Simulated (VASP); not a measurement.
# LuAlN2: single point with r2SCAN

The system is LuAlN2.

```
CELL_PARAMETERS angstrom
3.06279 0.00000 0.00000
0.00000 3.06279 0.00000
0.00000 0.00000 4.32558
ATOMIC_POSITIONS crystal
Al 0.00000 0.00000 0.00000
N 0.00000 0.00000 0.50000
N 0.50000 0.50000 0.00000
Lu 0.50000 0.50000 0.50000
```

The cell was built by a generator and needn't be a form met in nature.

The cell isn't the ideal one: hydrostatic strain -3.4%.

```
Program                : VASP 6.6.1
Task                   : single point
Functional             : r2SCAN
Potentials or basis    : VASP PAW PBE potentials, release 64 (Al, N, Lu)
Cutoff                 : 520 eV
k mesh                 : 8 × 8 × 6
Occupations            : fermi-dirac, width 0.02 eV
Spin                   : no spin polarisation
Dipole correction      : no
Further INCAR settings : ALGO = Normal; EDIFF = 1e-06; NBANDS = 27
```

| Quantity | Value |
| --- | --- |
| Pressure | 29.9 GPa |
| Band gap on the k mesh | 0.42 eV, direct |

Stress tensor (GPa, compression positive):
```
29.86  0.00  0.00
 0.00 29.86  0.00
 0.00  0.00 30.04
```

Levels at points of the mesh, in eV from the valence-band top:
```tsv
k point	band 17	band 18	band 19	band 20	band 21	band 22
(0.00, 0.00, 0.00)	-0.19	0.00	0.00	0.42	1.85	5.49
(0.50, 0.00, 0.00)	-2.64	-1.85	-1.32	5.87	5.94	6.94
(0.50, 0.50, 0.00)	-0.88	-0.88	-0.55	1.09	1.09	1.72
(0.00, 0.00, 0.50)	-2.46	-0.26	-0.26	0.86	4.95	6.17
(0.50, 0.00, 0.50)	-2.78	-2.68	-2.47	4.41	5.45	7.76
(0.50, 0.50, 0.50)	-2.49	-1.68	-1.68	5.18	5.18	5.33
```

It took 68 s on 1 thread of Intel(R) Xeon(R) 6975P-C (Granite Rapids), on a shared host, peak memory 0.21 GiB.

Caveat: so large a pressure means that the cell lies far from this level's equilibrium, or that cutoff or potentials fall short; the potentials were made for another functional, which shifts forces and pressure; spin-orbit coupling is left out, which moves the levels of the heavy elements. A k mesh can miss the band edges.
